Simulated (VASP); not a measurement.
Input of a VASP 6.6.1 run:

File INCAR:

```
PREC = Accurate
ENCUT = 520
EDIFF = 1E-7
ISMEAR = -1
SIGMA = 0.1
LREAL = F
LASPH = T
NELM = 100
ALGO = Fast
ISIF = 2
LWAVE = F
LCHARG = F
GGA = PS
NBANDS = 56
```

The input KPOINTS:

```
Automatic mesh
0
Gamma
  4 4 3
  0 0.5 0.5
```

POSCAR

```
CuNi2As2O8
1.0
    4.8932472800      0.0000000000      0.0000000000
    1.9569945800      5.1152129200      0.0000000000
    0.3988707800      1.9737340700      6.3737754800
Cu Ni As O
1 2 2 8
Direct
    0.5000000000      0.0000000000      0.5000000000
    0.2118400000      0.7381700000      0.1917100000
    0.7881600000      0.2618300000      0.8082900000
    0.8665000000      0.3392000000      0.2814600000
    0.1335000000      0.6608000000      0.7185400000
    0.1796000000      0.3337000000      0.3316000000
    0.8204000000      0.6663000000      0.6684000000
    0.7335000000      0.2257000000      0.4930000000
    0.2665000000      0.7743000000      0.5070000000
    0.8902000000      0.1502000000      0.1410000000
    0.1098000000      0.8498000000      0.8590000000
    0.6756000000      0.6372000000      0.1722000000
    0.3244000000      0.3628000000      0.8278000000
```

Potentials or basis: VASP PAW PBE potentials, release 64 (Cu, Ni, As, O).

The run is started by

```console
$ cat potpaw_PBE.64/Cu/POTCAR potpaw_PBE.64/Ni/POTCAR potpaw_PBE.64/As/POTCAR potpaw_PBE.64/O/POTCAR > POTCAR
$ mpirun -np 1 vasp_std > vasp.out
```

Question: Estimate the band gap on the k mesh.

Answer: None (metal or under the smearing width).

Question: Predict the pressure.

Answer: 26.4 GPa.

Forces on the atoms (eV/Å):
```
Cu   0.000  0.000  0.000
Ni   0.219  0.426 -0.025
Ni  -0.219 -0.426  0.025
As   0.596 -0.810  0.377
As  -0.596  0.810 -0.377
O    8.476  0.827  1.563
O   -8.476 -0.827 -1.563
O   -4.314 -1.045  8.177
O    4.314  1.045 -8.177
O   -1.652 -7.743 -5.861
O    1.652  7.743  5.861
O   -3.452  8.538 -4.397
O    3.452 -8.538  4.397
```

Caveat: so large a pressure means that the cell lies far from this level's equilibrium, or that cutoff or potentials fall short; the potentials were made for another functional, which shifts forces and pressure; an odd number of electrons without spin polarisation forces a metal; a magnetic or distorted state may lie lower; the run has no spin polarisation, though such a crystal can be magnetic; semilocal functionals often make such compounds metallic where correlation or magnetic order opens a gap, which also shifts bond lengths. With open d or f shells a metallic result of PBEsol can be an artefact of self-interaction; +U or a hybrid may open a gap.
